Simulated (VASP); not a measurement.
VASP ran on this input.

**KPOINTS**
```
Regular mesh
0
Gamma
3 5 5
0 0 0
```

**INCAR**
```
! general
SYSTEM  = CdTe
PREC    = Accurate
ENCUT   = 400
LREAL   = F
LASPH   = T

! electronic loop
EDIFF   = 1E-6
NELM    = 100
ALGO    = Normal
LMAXMIX = 4

! smearing
ISMEAR  = 0
SIGMA   = 0.05

! ions
IBRION  = 2
NSW     = 60
ISIF    = 3
EDIFFG  = -0.02

! output
LWAVE   = F
LCHARG  = F
```

POSCAR:
```
CdTe
1.0
  6.3987082810   0.0000000000   0.0000000000
  0.0000000000   4.5334783279   0.0000000000
  0.0000000000   0.0000000000   4.5334783279
Cd Te
2 2
direct
  0.0000000000   0.0000000000   0.0000000000
  0.5000000000   0.5000000000   0.5000000000
  0.2500000000   1.0000000000   0.5000000000
  0.7500000000   0.5000000000   1.0000000000
```

POTCAR, in this order: Cd Te (LDA.64 set). Program: vasp_std.

Problem. Write an equivalent input for Ansatz.

Solution. One equivalent input (not run):
Ansatz 0.2 input:
```yaml
crystal:
  lattice:
    - [6.3987083, 0.0000000, 0.0000000]
    - [0.0000000, 4.5334783, 0.0000000]
    - [0.0000000, 0.0000000, 4.5334783]
  atoms:
    - { symbol: Cd, position: [0.0000000, 0.0000000, 0.0000000] }
    - { symbol: Cd, position: [0.5000000, 0.5000000, 0.5000000] }
    - { symbol: Te, position: [0.2500000, 1.0000000, 0.5000000] }
    - { symbol: Te, position: [0.7500000, 0.5000000, 1.0000000] }
kpoints:
  mp_grid: { grid: [3, 5, 5] }
hamiltonian:
  xc: lda
  pseudopotentials: { kind: paw }
scf:
  occupations: { method: gaussian, width: 0.05 }
  max_iter: 100
relax:
  max_steps: 60
  f_tol: 0.02
  cell: {}
output: { forces: true, stress: true, eigenvalues: true }
```
What does not carry over: each code has its own PAW files, so the cut-off isn't converted (ENCUT is set for VASP's; basis.ecutwfc is left out, and Ansatz then takes the one that its files recommend); Ansatz stops its SCF on the density residual and VASP on the energy change (EDIFF); Ansatz's lda is the Perdew-Wang form, while the LDA potentials of VASP carry Perdew-Zunger's.

The compound is CdTe in the zinc blende structure. It was relaxed first. The start is the result of an earlier pass.
